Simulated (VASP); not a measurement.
# Driving VASP from ASE on NbSb2

Do ASE scripts that read NbSb2 from different structure formats give one answer, and do several routes find one equilibrium volume? All runs use r2SCAN. Left out of this account: at least 1 further run (self-consistent run: a reference on another mesh). The start is a cell from a database of measured crystal structures.

Method: r2SCAN; plane waves and PAW (Nb_sv, Sb), in VASP 6.6.1.

This is a report of a sequence of runs, with most program output left out.

### Step 1. The structure

It takes space group C2/m (No. 12, monoclinic). The conventional cell has a = 10.239 Å, b = 3.632 Å, c = 8.333 Å, α = 90.00°, β = 120.07°, γ = 90.00°. Nearest to Nb lie 8 Sb at 2.84 to 2.97 Å. Nearest to Sb lie 1 Sb at 2.71 Å and 3 Nb at 2.84 to 2.85 Å. Nearest to Sb lie 5 Nb at 2.91 to 2.97 Å and 3 Sb at 3.25 to 3.28 Å. Farther neighbours are not listed.

As a file:

```cif
data_structure
_symmetry_space_group_name_H-M 'P 1'
_symmetry_Int_Tables_number 1
_cell_length_a 3.6319
_cell_length_b 5.4320
_cell_length_c 7.4963
_cell_angle_alpha 78.481
_cell_angle_beta 104.019
_cell_angle_gamma 109.530
_cell_volume 134.09
loop_
_atom_site_label
_atom_site_type_symbol
_atom_site_fract_x
_atom_site_fract_y
_atom_site_fract_z
_atom_site_occupancy
Nb1 Nb 0.15700 0.61800 0.69600 1
Nb2 Nb 0.84300 0.38200 0.30400 1
Sb3 Sb 0.85800 0.74300 0.97300 1
Sb4 Sb 0.14200 0.25700 0.02700 1
Sb5 Sb 0.40400 0.20100 0.60700 1
Sb6 Sb 0.59600 0.79900 0.39300 1
```

### Step 2. A single point (r2SCAN, through ASE)

A single point through ASE, with the structure read from a POSCAR.

The input, run.py:

```python
import numpy as np
from ase.calculators.vasp import Vasp
from ase.io import read
from ase.dft.bandgap import bandgap

atoms = read('structure.vasp')

calc = Vasp(
    xc='r2scan',
    pp='PBE',
    prec='Accurate',
    encut=400,
    ediff=1e-06,
    nelm=100,
    ismear=-1,
    sigma=0.05,
    lreal=False,
    algo='Normal',
    lasph=True,
    nbands=29,
    lorbit=11,
    lwave=False,
    lcharg=False,
    kpar=4,
    isif=2,
    pp_version='64',
    setups={'Nb': '_sv', 'Sb': ''},
    kpts=(9, 9, 9),
    gamma=True,
    txt='vasp.out',
)
atoms.calc = calc

print("energy (eV):", round(atoms.get_potential_energy(), 6))
print("Fermi level (eV):", round(calc.get_fermi_level(), 4))
print("forces (eV/A):")
print(np.round(atoms.get_forces(), 4))
print("stress (GPa, Voigt, tension positive):", np.round(atoms.get_stress() * 160.21766, 3))
gap, p1, p2 = bandgap(calc, direct=False)
print("gap on the mesh (eV):", round(gap, 4))
```

The input, structure.vasp:

```
NbSb2
1.0
    0.0000000000     -3.6319000000      0.0000000000
   -5.1195000000      1.8159500000      0.0000000000
   -0.9441863841      1.8159500000     -7.2114939651
Nb Sb
2 4
Direct
    0.1570000000      0.6180000000      0.6960000000
    0.8430000000      0.3820000000      0.3040000000
    0.8580000000      0.7430000000      0.9730000000
    0.1420000000      0.2570000000      0.0270000000
    0.4040000000      0.2010000000      0.6070000000
    0.5960000000      0.7990000000      0.3930000000
```

Potentials, in the order of the species: Nb_sv and Sb (PBE family, release 64).

Command:

```sh
$ export ASE_VASP_COMMAND="mpirun -np 4 vasp_std"
$ python run.py
```

Elapsed: 3.1 min, on 4 MPI ranks of Intel Xeon 6975P-C (Granite Rapids), shared host; peak memory 2.1 GiB.

The PAW data sets were made with PBE, which is usual practice but a small mismatch for other functionals. At this level the cell is under a pressure of 2.6 GPa, so at these settings it is away from equilibrium.

This step gave:

```yaml
scf_cycles: 15
electrons: 46
bands: 29
irreducible_k_points: 205
symmetry_operations: 4
free_energy_toten: -154.2934 eV
energy_at_zero_smearing: -154.2900 eV
fermi_energy: 9.971 eV
pressure: 2.619 GPa
metallic_judged_on_the_points_sampled: yes
```

Force by atom:

```tsv
atom	x (eV/Å)	y (eV/Å)	z (eV/Å)	size
Nb1	0.208	0.000	0.425	0.473
Nb2	-0.208	0.000	-0.425	0.473
Sb3	0.564	0.000	0.521	0.767
Sb4	-0.564	0.000	-0.521	0.767
Sb5	-0.058	0.000	-0.161	0.171
Sb6	0.058	0.000	0.161	0.171
```

The pressure is 2.62 GPa and the largest force 0.767 eV/Å, so the cell is not at a minimum at these settings.

### Step 3. Self-consistent run (r2SCAN, through ASE)

System of this step: NbSb2. It takes space group C2/m (No. 12, monoclinic). The conventional cell has a = 10.239 Å, b = 3.632 Å, c = 8.333 Å, α = 90.00°, β = 120.07°, γ = 90.00°. Nb has 8 Sb at 2.84 to 2.97 Å nearest. Nearest to Sb lie 1 Sb at 2.71 Å and 3 Nb at 2.84 to 2.85 Å. Nearest to Sb lie 5 Nb at 2.91 to 2.97 Å and 3 Sb at 3.25 to 3.28 Å. Farther neighbours are not listed.

The single point through ASE, with the structure read from a CIF with its space group. The file expands to the conventional cell of 12 atoms, on a 3×5×3 mesh.

Changes to run.py since step 2:

```diff
@@ -5,3 +5,3 @@
 
-atoms = read('structure.vasp')
+atoms = read('NbSb2.cif')
 
@@ -19,3 +19,3 @@
     lasph=True,
-    nbands=29,
+    nbands=58,
     lorbit=11,
@@ -27,3 +27,3 @@
     setups={'Nb': '_sv', 'Sb': ''},
-    kpts=(9, 9, 9),
+    kpts=(3, 5, 3),
     gamma=True,
```

The input, NbSb2.cif:

```cif
data_NbSb2
_cell_length_a 10.23900000
_cell_length_b 3.63190000
_cell_length_c 8.33300000
_cell_angle_alpha 90.00000000
_cell_angle_beta 120.07000000
_cell_angle_gamma 90.00000000
_space_group_name_H-M_alt 'C2/m'
_space_group_name_Hall '-C 2y'
_space_group_IT_number 12
loop_
_space_group_symop_operation_xyz
'x,y,z'
'-x,-y,-z'
'-x,y,-z'
'x,-y,z'
'x+1/2,y+1/2,z'
'-x+1/2,-y+1/2,-z'
'-x+1/2,y+1/2,-z'
'x+1/2,-y+1/2,z'
loop_
_atom_site_label
_atom_site_type_symbol
_atom_site_symmetry_multiplicity
_atom_site_Wyckoff_symbol
_atom_site_fract_x
_atom_site_fract_y
_atom_site_fract_z
_atom_site_occupancy
Nb1 Nb 4 i 0.8430000000 0.0000000000 0.3040000000 1
Sb1 Sb 4 i 0.6420000000 0.5000000000 0.0270000000 1
Sb2 Sb 4 i 0.0960000000 0.5000000000 0.3930000000 1
```

Elapsed: 96 s, on 4 MPI ranks; peak memory 1.5 GiB; 6.3 min of CPU time.

The k-mesh is coarse for a metal. The electron count would fill whole bands, but the bands touch or overlap. That can be a semimetal, a small gap that the functional closes or, with several bands partly filled, an ordinary metal.

This step gave:

```
electrons               : 92
bands                   : 58
irreducible k-points    : 15
free energy (TOTEN)     : -308.6034 eV
energy at zero smearing : -308.5976 eV
Fermi energy            : 9.988 eV
pressure                : 2.602 GPa
```

Force by atom:

```tsv
atom	x (eV/Å)	y (eV/Å)	z (eV/Å)	size
Nb1	0.197	0.000	0.399	0.445
Nb2	-0.197	0.000	-0.399	0.445
Nb3	0.197	0.000	0.399	0.445
Nb4	-0.197	0.000	-0.399	0.445
Sb5	0.582	0.000	0.508	0.773
Sb6	-0.582	0.000	-0.508	0.773
Sb7	0.582	0.000	0.508	0.773
Sb8	-0.582	0.000	-0.508	0.773
Sb9	-0.064	0.000	-0.172	0.183
Sb10	0.064	0.000	0.172	0.183
Sb11	-0.064	0.000	-0.172	0.183
Sb12	0.064	0.000	0.172	0.183
```

The energy lies -1.46 meV an atom from the first script, since this cell and mesh sample the zone at other points.

### Step 4. Full relaxation (r2SCAN, through ASE)

System of this step: NbSb2. Symmetry: C2/m, No. 12, monoclinic system. The conventional cell has a = 10.239 Å, b = 3.632 Å, c = 8.333 Å, α = 90.00°, β = 120.07°, γ = 90.00°. Nb has 8 Sb at 2.84 to 2.97 Å nearest. Nearest to Sb lie 1 Sb at 2.71 Å and 3 Nb at 2.84 to 2.85 Å. Nearest to Sb lie 5 Nb at 2.91 to 2.97 Å and 3 Sb at 3.25 to 3.28 Å. Farther neighbours are not listed.

Properties are meant for the cell that this level of theory prefers, so cell and atoms are relaxed first (ISIF = 3) until forces and stress are small; EDIFFG sets the threshold.

The input, run.py:

```python
import numpy as np
from ase.calculators.vasp import Vasp
from ase import Atoms

atoms = Atoms(['Nb', 'Nb', 'Sb', 'Sb', 'Sb', 'Sb'],
              cell=[[0.0, -3.6319, 0.0], [-5.1195, 1.81595, 0.0], [-0.94418638, 1.81595, -7.21149397]],
              scaled_positions=[[0.157, 0.618, 0.696], [0.843, 0.382, 0.304], [0.858, 0.743, 0.973], [0.142, 0.257, 0.027], [0.404, 0.201, 0.607], [0.596, 0.799, 0.393]],
              pbc=True)

calc = Vasp(
    xc='r2scan',
    pp='PBE',
    prec='Accurate',
    encut=400,
    ediff=1e-06,
    nelm=100,
    ismear=-1,
    sigma=0.05,
    lreal=False,
    algo='Normal',
    lasph=True,
    nbands=29,
    lorbit=11,
    lwave=False,
    lcharg=False,
    kpar=4,
    ibrion=2,
    nsw=60,
    isif=3,
    ediffg=-0.01,
    pp_version='64',
    setups={'Nb': '_sv', 'Sb': ''},
    kpts=(9, 9, 9),
    gamma=True,
    txt='vasp.out',
)
atoms.calc = calc

print("energy (eV):", round(atoms.get_potential_energy(), 6))
print("Fermi level (eV):", round(calc.get_fermi_level(), 4))
print("forces (eV/A):")
print(np.round(atoms.get_forces(), 4))
print("stress (GPa, Voigt, tension positive):", np.round(atoms.get_stress() * 160.21766, 3))
print("cell (A, degrees):", np.round(atoms.cell.cellpar(), 4))
print("volume (A^3):", round(atoms.get_volume(), 4))
print("positions:")
print(np.round(atoms.get_scaled_positions(), 5))
```

Wall time 22 min (4 MPI ranks); peak memory 2.2 GiB.

The run keeps the 4 symmetry operations of its start, so it cannot find a distortion of lower symmetry.

Step by step:

```tsv
step	energy less that of the first step (eV)	largest force (eV/Å)	pressure (GPa)	volume (Å³)
1	0.0000	0.7673	2.62	134.09
2	-0.0309	0.2563	-3.20	141.29
3	-0.0599	0.4306	-0.97	138.23
4	-0.0870	0.1550	0.02	137.25
5	-0.0885	0.1672	0.33	136.96
6	-0.0955	0.1032	-0.14	137.57
7	-0.0958	0.0893	-0.26	137.72
8	-0.0979	0.0535	0.12	137.17
9	-0.0980	0.0505	0.15	137.12
10	-0.0983	0.0169	-0.15	137.40
11	-0.0984	0.0087	-0.06	137.32
12	-0.0985	0.0062	0.02	137.19
```

```tsv
cell as run	before	after	change
a (Å)	3.632	3.675	+1.2 %
b (Å)	5.432	5.458	+0.5 %
c (Å)	7.496	7.549	+0.7 %
α (°)	78.48	78.58	+0.1 %
β (°)	104.02	104.09	+0.1 %
γ (°)	109.53	109.68	+0.1 %
volume (Å³/atom)	22.35	22.86	+2.3 %
```

The atoms that moved most (Å, as changes of fractional coordinates times the final cell):

```tsv
atom	dx	dy	dz	length
Sb3	0.035	0.000	0.064	0.073
Sb4	-0.035	0.000	-0.064	0.073
Nb2	-0.030	0.000	-0.039	0.049
Nb1	0.030	0.000	0.039	0.049
Sb5	0.004	0.000	-0.019	0.019
Sb6	-0.004	0.000	0.019	0.019
```

Final coordinates:

```
Nb Sb
1.0
     0.00000   -3.67548    0.00000
    -5.13959    1.83774    0.00634
    -0.93926    1.83774   -7.26101
Nb Sb
2 4
Direct
  0.15185 0.61307 0.69063
  0.84815 0.38693 0.30937
  0.85096 0.73770 0.96422
  0.14904 0.26230 0.03578
  0.40465 0.19970 0.60961
  0.59535 0.80030 0.39039
```

This step gave:

| Quantity | Value |
| --- | --- |
| electrons | 46 |
| bands | 29 |
| irreducible k-points | 205 |
| free energy (TOTEN) | -154.3919 eV |
| energy at zero smearing | -154.3888 eV |
| Fermi energy | 9.649 eV |
| pressure | 0.02278 GPa |
| SCF cycles over all ionic steps | 102 |

It ends with a largest force of 0.006 eV/Å and a pressure of 0.02 GPa.

### Step 5. Equation of state by an ASE loop (r2SCAN)

An ASE loop scales the volume at fixed shape and fractional positions and fits the energies, which gives the bulk modulus of a clamped cell from energies alone.

The input, run.py:

```python
import numpy as np
from ase.calculators.vasp import Vasp
from ase.io import read
from ase.eos import EquationOfState
from ase.units import GPa

atoms = read('NbSb2.cif')

calc = Vasp(
    xc='r2scan',
    pp='PBE',
    prec='Accurate',
    encut=400,
    ediff=1e-06,
    nelm=100,
    ismear=-1,
    sigma=0.05,
    lreal=False,
    algo='Normal',
    lasph=True,
    nbands=29,
    lorbit=11,
    lwave=False,
    lcharg=False,
    kpar=4,
    isif=2,
    pp_version='64',
    setups={'Nb': '_sv', 'Sb': ''},
    kpts=(9, 9, 9),
    gamma=True,
    txt='vasp.out',
)
atoms.calc = calc

cell, volumes, energies = atoms.get_cell(), [], []
for x in [0.94, 0.96, 0.98, 1.0, 1.02, 1.04, 1.06]:
    atoms.set_cell(cell * x ** (1 / 3), scale_atoms=True)
    volumes.append(atoms.get_volume())
    energies.append(atoms.get_potential_energy())
    print(f"{x:.2f}  V = {volumes[-1]:.4f} A^3  E = {energies[-1]:.6f} eV")
v0, e0, b0 = EquationOfState(volumes, energies, eos="birchmurnaghan").fit()
print(f"V0 = {v0:.4f} A^3  E0 = {e0:.6f} eV  B0 = {b0 / GPa:.2f} GPa")
```

The input, NbSb2.cif:

```cif
data_NbSb2
_cell_length_a 3.63190000
_cell_length_b 5.43203044
_cell_length_c 7.49631960
_cell_angle_alpha 78.48115020
_cell_angle_beta 104.01911202
_cell_angle_gamma 109.53022568
_space_group_name_H-M_alt 'P1'
_space_group_name_Hall 'P 1'
_space_group_IT_number 1
loop_
_space_group_symop_operation_xyz
'x,y,z'
loop_
_atom_site_label
_atom_site_type_symbol
_atom_site_symmetry_multiplicity
_atom_site_Wyckoff_symbol
_atom_site_fract_x
_atom_site_fract_y
_atom_site_fract_z
_atom_site_occupancy
Nb1 Nb 1 a 0.1570000000 0.6180000000 0.6960000000 1
Nb2 Nb 1 a 0.8430000000 0.3820000000 0.3040000000 1
Sb1 Sb 1 a 0.8580000000 0.7430000000 0.9730000000 1
Sb2 Sb 1 a 0.1420000000 0.2570000000 0.0270000000 1
Sb3 Sb 1 a 0.4040000000 0.2010000000 0.6070000000 1
Sb4 Sb 1 a 0.5960000000 0.7990000000 0.3930000000 1
```

Wall time 20 min (4 MPI ranks); peak memory 2.2 GiB; 81 min of CPU time.

Numbers from this step:

| Quantity | Value |
| --- | --- |
| bulk modulus | 112.1 GPa |
| equilibrium volume of the fit | 22.88 Å³/atom |

The fit over cells of fixed shape and fractional positions puts the volume +0.06 % from the relaxed one.

### Step 6. BFGS in ASE (r2SCAN)

Here ASE drives the relaxation and calls VASP for forces and stress at each step.

The input, run.py:

```python
import numpy as np
from ase.calculators.vasp import Vasp
from ase import Atoms
from ase.optimize import BFGS
from ase.filters import FrechetCellFilter

atoms = Atoms(['Nb', 'Nb', 'Sb', 'Sb', 'Sb', 'Sb'],
              cell=[[0.0, -3.6319, 0.0], [-5.1195, 1.81595, 0.0], [-0.94418638, 1.81595, -7.21149397]],
              scaled_positions=[[0.157, 0.618, 0.696], [0.843, 0.382, 0.304], [0.858, 0.743, 0.973], [0.142, 0.257, 0.027], [0.404, 0.201, 0.607], [0.596, 0.799, 0.393]],
              pbc=True)

calc = Vasp(
    xc='r2scan',
    pp='PBE',
    prec='Accurate',
    encut=400,
    ediff=1e-06,
    nelm=100,
    ismear=-1,
    sigma=0.05,
    lreal=False,
    algo='Normal',
    lasph=True,
    nbands=29,
    lorbit=11,
    lwave=False,
    lcharg=False,
    kpar=4,
    isif=2,
    pp_version='64',
    setups={'Nb': '_sv', 'Sb': ''},
    kpts=(9, 9, 9),
    gamma=True,
    txt='vasp.out',
)
atoms.calc = calc

BFGS(FrechetCellFilter(atoms)).run(fmax=0.02, steps=30)
print("cell (A, degrees):", np.round(atoms.cell.cellpar(), 4))
print("volume (A^3):", round(atoms.get_volume(), 4))
print("energy (eV):", round(atoms.get_potential_energy(), 6))
print("Fermi level (eV):", round(calc.get_fermi_level(), 4))
print("forces (eV/A):")
print(np.round(atoms.get_forces(), 4))
print("stress (GPa, Voigt, tension positive):", np.round(atoms.get_stress() * 160.21766, 3))
```

It took 38 min on 4 MPI ranks; peak memory 2.2 GiB; 2.5 h of CPU time.

This step gave:

```
optimizer steps   : 12
volume after bfgs : 22.88 Å³/atom
```

### Step 7. Side by side

```
                                                run  atoms   mesh  energy (eV/atom)  pressure (GPa)
                  ASE, structure read from a POSCAR      6  9×9×9         -25.71501           2.619
ASE, structure read from a CIF with its space group     12  3×5×3         -25.71647           2.602
```

### Step 8. A single point (r2SCAN, through ASE) with a changed input

A single point gives energy, forces and stress at these settings. Some settings are moved from the usual, to see what they do.

Changes to run.py since step 6:

```diff
@@ -3,4 +3,3 @@
 from ase import Atoms
-from ase.optimize import BFGS
-from ase.filters import FrechetCellFilter
+from ase.dft.bandgap import bandgap
 
@@ -18,5 +17,5 @@
     nelm=100,
-    ismear=-1,
-    sigma=0.05,
-    lreal=False,
+    ismear=-5,
+    sigma=0.02,
+    lreal='On',
     algo='Normal',
@@ -37,5 +36,2 @@
 
-BFGS(FrechetCellFilter(atoms)).run(fmax=0.02, steps=30)
-print("cell (A, degrees):", np.round(atoms.cell.cellpar(), 4))
-print("volume (A^3):", round(atoms.get_volume(), 4))
 print("energy (eV):", round(atoms.get_potential_energy(), 6))
@@ -45 +41,3 @@
 print("stress (GPa, Voigt, tension positive):", np.round(atoms.get_stress() * 160.21766, 3))
+gap, p1, p2 = bandgap(calc, direct=False)
+print("gap on the mesh (eV):", round(gap, 4))
```

Elapsed: 4 min, on 4 MPI ranks; peak memory 1.7 GiB; 13 min of CPU time.

The run converged; its settings lie outside those of the reference runs, so its numbers are set aside.

Settings moved from the usual: ISMEAR = -5, SIGMA = 0.02 and LREAL = On.

With tetrahedra SIGMA is not used.

### Step 9. Outcome

| Quantity | Value |
| --- | --- |
| energy, ASE, structure read from a POSCAR | -25.71501 eV/atom |
| energy, ASE, structure read from a CIF with its space group | -25.71647 eV/atom |
| volume from VASP's own relaxation | 22.86 Å³/atom |
| volume from the fit of the ASE volume loop | 22.88 Å³/atom |
| volume from BFGS in ASE | 22.88 Å³/atom |

With the structure read from a CIF with its space group, ASE's run differs from the first script by -1.5 meV an atom, on the larger cell and its own mesh. The routes to the equilibrium volume agree within 0.06 %. A relaxation follows the stress, which carries a basis-set error, while a volume loop fits energies; every loop stops at a tolerance; VASP's relaxation keeps the plane waves of its start, while ASE starts VASP afresh at each cell, and a loop at fixed shape can't relax anything but the volume.

[Lines on the potential files, build, host, timing and source positions are cut from VASP's logs without a mark.]

[Logs are printed without paths, hosts, clocks, repeated set-up lines and the standing remarks that a program may print on its own settings, such as how far it seeks lower states.]

[Hosts, paths, dates, database ids (printed as entryN), source tags and the programs' standing remarks are cut or masked in the printed files.]

[A measured line is paired with the nearest computed mode of its activity, which favours agreement.]

[In band tables of VASP the shares of atoms and orbitals are scaled to a sum of 1 inside the atoms' spheres.]
